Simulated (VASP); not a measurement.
The system is W7S16 (a cell with a defect).

```
W S
1.0
     6.30640    0.00000    0.00000
    -3.15320    5.46150    0.00000
     0.00000    0.00000   12.32300
W S
7 16
Direct
  0.17715 0.84097 0.25027
  0.66009 0.32494 0.24979
  0.66088 0.84092 0.25059
  0.33379 0.16692 0.75017
  0.33370 0.66691 0.75026
  0.83380 0.16692 0.75018
  0.83370 0.66691 0.75025
  0.16714 0.33370 0.62338
  0.16709 0.83357 0.62327
  0.66712 0.33353 0.62327
  0.66696 0.83347 0.62324
  0.33064 0.17204 0.12574
  0.33638 0.67597 0.12248
  0.83344 0.17074 0.12491
  0.83337 0.66977 0.12701
  0.16703 0.33352 0.87709
  0.16714 0.83374 0.87722
  0.66713 0.33357 0.87726
  0.66710 0.83371 0.87719
  0.33371 0.16603 0.37711
  0.33003 0.66256 0.37409
  0.83062 0.16718 0.37632
  0.83312 0.66849 0.37351
```

Base run:

* Program: VASP 6.6.1
* Functional: PBEsol
* Potentials or basis: VASP PAW PBE potentials, release 64 (W_sv, S)
* Cutoff: 350 eV
* k mesh: 4 × 4 × 2
* Occupations: gaussian, width 0.03 eV
* Spin: collinear spin, ferromagnetic start
* Starting moments: [0.0, 0.0, 0.0, 0.0, 0.0, 0.0, 0.0, 0.0, 0.0, 0.0, 0.0, 0.33, 0.33, 0.33, 0.0, 0.0, 0.0, 0.0, 0.0, 0.33, 0.33, 0.33, 0.0] μB
* Fixed moment: 2 μB

Its results: pressure -0.1 GPa; net moment 2.00 μB per cell; site moments W +0.15, +0.01, +0.00; S +0.00, +0.13, +0.14, +0.02 μB; largest force 0.141 eV/Å.

Problem. The run is repeated on the same cell with these changes: k mesh from 4 × 4 × 2 to 3 × 3 × 2; fixed moment from 2 μB to none. What comes out?

Solution. Pressure -0.3 GPa; net moment -0.10 μB per cell; site moments W +0.05, -0.00; S +0.00, -0.00, -0.04, -0.03 μB; largest force 0.271 eV/Å.

Caveats: some runs use coarse meshes; the PAW data sets were made with another functional, which shifts forces and pressure a little; the total moment is fixed, so each spin has its own Fermi level (some runs).
